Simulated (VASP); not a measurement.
```
Be
1.0
    2.26594     0.00000     0.00000
   -1.13297     1.96236     0.00000
    0.00000     0.00000    25.60689
Be
6
Cartesian
  1.13297   0.65412  10.13234
  0.00000   1.30824   8.35158
  1.13297   0.65412  13.69382
  0.00000   1.30824  11.91307
  1.13297   0.65412  17.25530
  0.00000   1.30824  15.47455
```

These are r2SCAN meta-GGA, VASP's PBE PAW potentials (set 64) (plane waves; VASP 6.6.1) values and carry that method's errors. Settings: PREC = Normal, EDIFF = 1E-5, 400 eV cut-off, 14×14×1 Γ-centred mesh, first-order Methfessel-Paxton smearing of 0.10 eV, potentials Be.

### Question
The ions are relaxed. Predict the relaxed structure.

### Answer

```
Be
1.0
    2.26594     0.00000     0.00000
   -1.13297     1.96236     0.00000
    0.00000     0.00000    25.60689
Be
6
Direct
  0.66667   0.33333   0.39354
  0.33333   0.66667   0.32037
  0.66667   0.33333   0.53540
  0.33333   0.66667   0.46460
  0.66667   0.33333   0.67963
  0.33333   0.66667   0.60646
```

### Question
How much energy does the relaxation gain?

### Answer
The energy (σ→0) changes by -5.1 meV/atom, in 10 ionic steps.

The cell is a thin slab with vacuum, built from Be (hcp): (001) face.
